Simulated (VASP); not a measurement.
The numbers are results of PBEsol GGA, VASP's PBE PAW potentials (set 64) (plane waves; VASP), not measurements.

The input files of a VASP run:

INCAR:
```
SYSTEM = WS2
PREC = Accurate
ENCUT = 400
EDIFF = 1E-6
NELM = 100
ALGO = Normal
LREAL = .FALSE.
LASPH = .TRUE.
ISMEAR = 0
SIGMA = 0.05
GGA = PS
LMAXMIX = 6
LWAVE = .FALSE.
LCHARG = .FALSE.
IBRION = 2
ISIF = 3
NSW = 60
EDIFFG = -0.02
```

**POSCAR**
```
WS2
1.0
  1.5759536573  -2.7296317828   0.0000000000
  1.5759536573   2.7296317828   0.0000000000
  0.0000000000   0.0000000000  12.5431975579
W S
2 4
Cartesian
  1.5759536573   0.9098790807   3.1357993895
  1.5759536573  -0.9098790807   9.4073981684
  1.5759536573   0.9098790807  10.9729012231
  1.5759536573  -0.9098790807   4.7013024442
  1.5759536573  -0.9098790807   1.5702963348
  1.5759536573   0.9098790807   7.8418951137
```

File KPOINTS:
```
Automatic mesh
0
Gamma
  7 7 2
```

POTCAR, in this order: W_sv S (PBE.64 set). Program: vasp_std.

The resulting files:

File OUTCAR:
```
 ion  position               nearest neighbor table
   1  0.333  0.667  0.250-   4 2.40   5 2.40   4 2.40   5 2.40   4 2.40   5 2.40
   2  0.667  0.333  0.750-   3 2.40   6 2.40   3 2.40   6 2.40   3 2.40   6 2.40
   3  0.333  0.667  0.875-   2 2.40   2 2.40   2 2.40
   4  0.667  0.333  0.375-   1 2.40   1 2.40   1 2.40
   5  0.667  0.333  0.125-   1 2.40   1 2.40   1 2.40
   6  0.333  0.667  0.625-   2 2.40   2 2.40   2 2.40
  LATTYP: Found a hexagonal cell.
 ALAT       =     3.1519072955
 C/A-ratio  =     3.9795578936
 Subroutine PRICEL returns:
 Original cell was already a primitive cell.
 Subroutine GETGRP returns: Found 24 space group operations
The static configuration has the point symmetry D_3d.
 The point group associated with its full space group is D_6h.
The dynamic configuration has the point symmetry D_3d.
 Subroutine INISYM returns: Found 24 space group operations
 Subroutine IBZKPT returns following result:
 Found     16 irreducible k-points:

 Following reciprocal coordinates:
            Coordinates               Weight
  0.000000  0.000000  0.000000      1.000000
  0.142857  0.000000  0.000000      6.000000
  0.285714 -0.000000  0.000000      6.000000
  0.428571  0.000000  0.000000      6.000000
  0.142857  0.142857  0.000000      6.000000
  0.285714  0.142857  0.000000     12.000000
  0.428571  0.142857  0.000000      6.000000
  0.285714  0.285714  0.000000      6.000000
  0.000000  0.000000  0.500000      1.000000
  0.142857  0.000000  0.500000      6.000000
  0.285714 -0.000000  0.500000      6.000000
  0.428571  0.000000  0.500000      6.000000
  0.142857  0.142857  0.500000      6.000000
  0.285714  0.142857  0.500000     12.000000
  0.428571  0.142857  0.500000      6.000000
  0.285714  0.285714  0.500000      6.000000
   k-points           NKPTS =     16   k-points in BZ     NKDIM =     16   number of bands    NBANDS=     31
   number of dos      NEDOS =    301   number of ions     NIONS =      6
...
```

OSZICAR:
```
       N       E                     dE             d eps       ncg     rms          rms(c)
DAV:   1     0.458637801190E+03    0.45864E+03   -0.25541E+04  1104   0.139E+03
DAV:   2    -0.234571010654E+02   -0.48209E+03   -0.47219E+03  1193   0.406E+02
DAV:   3    -0.524393459212E+02   -0.28982E+02   -0.28697E+02  1281   0.925E+01
DAV:   4    -0.531112157760E+02   -0.67187E+00   -0.67064E+00  1211   0.148E+01
DAV:   5    -0.531305388041E+02   -0.19323E-01   -0.19316E-01  1292   0.246E+00    0.397E+01
DAV:   6    -0.509156009847E+02    0.22149E+01   -0.12198E+01  1174   0.206E+01    0.172E+01
DAV:   7    -0.506706523384E+02    0.24495E+00   -0.34417E+00  1170   0.845E+00    0.615E+00
DAV:   8    -0.505553774341E+02    0.11527E+00   -0.57418E-01  1285   0.441E+00    0.197E+00
DAV:   9    -0.505559323037E+02   -0.55487E-03   -0.54242E-02  1357   0.118E+00    0.966E-01
DAV:  10    -0.505538103915E+02    0.21219E-02   -0.26516E-02  1241   0.103E+00    0.334E-01
DAV:  11    -0.505535317097E+02    0.27868E-03   -0.38360E-03  1208   0.375E-01    0.134E-01
DAV:  12    -0.505535053476E+02    0.26362E-04   -0.16630E-04  1250   0.861E-02    0.499E-02
DAV:  13    -0.505535165464E+02   -0.11199E-04   -0.84887E-05  1273   0.508E-02    0.170E-02
DAV:  14    -0.505535167879E+02   -0.24150E-06   -0.62436E-06  1164   0.171E-02
   1 F= -.50553517E+02 E0= -.50553517E+02  d E =-.505535E+02
       N       E                     dE             d eps       ncg     rms          rms(c)
DAV:   1    -0.505599207985E+02   -0.64043E-02   -0.20553E-01  1027   0.350E+00    0.834E-01
DAV:   2    -0.505554098591E+02    0.45109E-02   -0.13477E-02  1167   0.788E-01    0.240E-01
DAV:   3    -0.505542068103E+02    0.12030E-02   -0.28426E-03  1197   0.321E-01    0.123E-01
DAV:   4    -0.505541065199E+02    0.10029E-03   -0.27625E-04  1291   0.999E-02    0.667E-02
DAV:   5    -0.505540749238E+02    0.31596E-04   -0.12128E-04  1253   0.568E-02    0.414E-02
DAV:   6    -0.505540750927E+02   -0.16890E-06   -0.22889E-05  1302   0.275E-02    0.119E-02
DAV:   7    -0.505540757958E+02   -0.70310E-06   -0.19110E-06   802   0.825E-03
   2 F= -.50554076E+02 E0= -.50554076E+02  d E =-.559008E-03
       N       E                     dE             d eps       ncg     rms          rms(c)
DAV:   1    -0.505544227970E+02   -0.34770E-03   -0.10356E-02  1076   0.785E-01    0.184E-01
DAV:   2    -0.505542009510E+02    0.22185E-03   -0.67089E-04  1146   0.177E-01    0.530E-02
DAV:   3    -0.505541404832E+02    0.60468E-04   -0.14230E-04  1211   0.717E-02    0.274E-02
DAV:   4    -0.505541339794E+02    0.65038E-05   -0.13651E-05  1153   0.223E-02    0.149E-02
DAV:   5    -0.505541306478E+02    0.33315E-05   -0.61430E-06  1099   0.129E-02    0.926E-03
DAV:   6    -0.505541299676E+02    0.68025E-06   -0.11048E-06   678   0.729E-03
   3 F= -.50554130E+02 E0= -.50554130E+02  d E =-.613180E-03
       N       E                     dE             d eps       ncg     rms          rms(c)
DAV:   1    -0.505560156842E+02   -0.18850E-02   -0.48663E-02  1066   0.183E+00    0.425E-01
DAV:   2    -0.505544367880E+02    0.15789E-02   -0.10657E-02  1180   0.677E-01    0.212E-01
DAV:   3    -0.505541548881E+02    0.28190E-03   -0.99210E-04  1226   0.157E-01    0.582E-02
DAV:   4    -0.505540762601E+02    0.78628E-04   -0.22271E-04  1119   0.808E-02    0.276E-02
DAV:   5    -0.505540644833E+02    0.11777E-04   -0.25065E-05  1307   0.330E-02    0.211E-02
DAV:   6    -0.505540600152E+02    0.44681E-05   -0.65242E-06   997   0.152E-02    0.419E-03
DAV:   7    -0.505540596004E+02    0.41478E-06   -0.11738E-06   685   0.658E-03
   4 F= -.50554060E+02 E0= -.50554060E+02  d E =0.703672E-04
       N       E                     dE             d eps       ncg     rms          rms(c)
DAV:   1    -0.505548766807E+02   -0.81667E-03   -0.17278E-02  1066   0.109E+00    0.253E-01
DAV:   2    -0.505543140093E+02    0.56267E-03   -0.37375E-03  1166   0.401E-01    0.127E-01
DAV:   3    -0.505542149496E+02    0.99060E-04   -0.34538E-04  1190   0.929E-02    0.347E-02
DAV:   4    -0.505541882130E+02    0.26737E-04   -0.79634E-05  1161   0.481E-02    0.165E-02
DAV:   5    -0.505541861342E+02    0.20788E-05   -0.87741E-06  1230   0.198E-02    0.127E-02
DAV:   6    -0.505541870968E+02   -0.96268E-06   -0.20891E-06   709   0.902E-03
   5 F= -.50554187E+02 E0= -.50554187E+02  d E =-.571293E-04
```

File OUTCAR:
```
------------------------ aborting loop because EDIFF is reached ----------------------------------------
  FORCE on cell =-STRESS in cart. coord.  units (eV):
  Direction    XX          YY          ZZ          XY          YZ          ZX
  --------------------------------------------------------------------------------------
  Total       -0.0014154     -0.0014154      0.0072621      0.0000000     -0.0000000      0.0000000
  in kB       -0.0210492     -0.0210492      0.1079957      0.0000000     -0.0000000      0.0000000
  external PRESSURE =       0.0219658 kB  Pullay stress =       0.0000000 kB
  volume of cell :      107.74
      direct lattice vectors                 reciprocal lattice vectors
     1.573209191 -2.724878228  0.000000000     0.317821688 -0.183494438  0.000000000
     1.573209191  2.724878228  0.000000000     0.317821688  0.183494438  0.000000000
    -0.000000000 -0.000000000 12.566142601    -0.000000000  0.000000000  0.079578915
 POSITION                                       TOTAL-FORCE (eV/Angst)
 -----------------------------------------------------------------------------------
      1.57321      0.90829      3.14154        -0.000000      0.000000     -0.000000
      1.57321     -0.90829      9.42461         0.000000     -0.000000     -0.000000
      1.57321      0.90829     10.99349         0.000000      0.000000     -0.017590
      1.57321     -0.90829      4.71042        -0.000000     -0.000000     -0.017590
      1.57321     -0.90829      1.57266         0.000000     -0.000000      0.017590
      1.57321      0.90829      7.85573        -0.000000      0.000000      0.017590
 -----------------------------------------------------------------------------------
    total drift:                                0.000000      0.001148     -0.000033
  FREE ENERGIE OF THE ION-ELECTRON SYSTEM (eV)
  ---------------------------------------------------
  free  energy   TOTEN  =       -50.5541870968 eV

  energy  without entropy=      -50.5541870968  energy(sigma->0) =      -50.55418710

 reached required accuracy - stopping structural energy minimisation
```
(Selected blocks of OUTCAR.)

**CONTCAR**
```
WS2
   1.00000000000000
     1.5732091908677568   -2.7248782276147487    0.0000000000000000
     1.5732091908677568    2.7248782276147487    0.0000000000000000
    -0.0000000000000000   -0.0000000000000000   12.5661426009156099
  W               S
     2     4
Direct
     0.3333330000000032    0.6666669999999968    0.2500000000000000
     0.6666669999999968    0.3333330000000032    0.7500000000000000
     0.3333330000000032    0.6666669999999968    0.8748498099208016
     0.6666669999999968    0.3333330000000032    0.3748498099208016
     0.6666669999999968    0.3333330000000032    0.1251501900791984
     0.3333330000000032    0.6666669999999968    0.6251501900791984
```

Without a dispersion term in the relaxation, distances and binding between the weakly bound layers, chains or molecules are unreliable, and so is what depends on them.

The compound is WS2 in the 2H layered structure. This run relaxes it. Symmetry was kept, so distortions that lower it aren't found. The start is the result of an earlier pass.
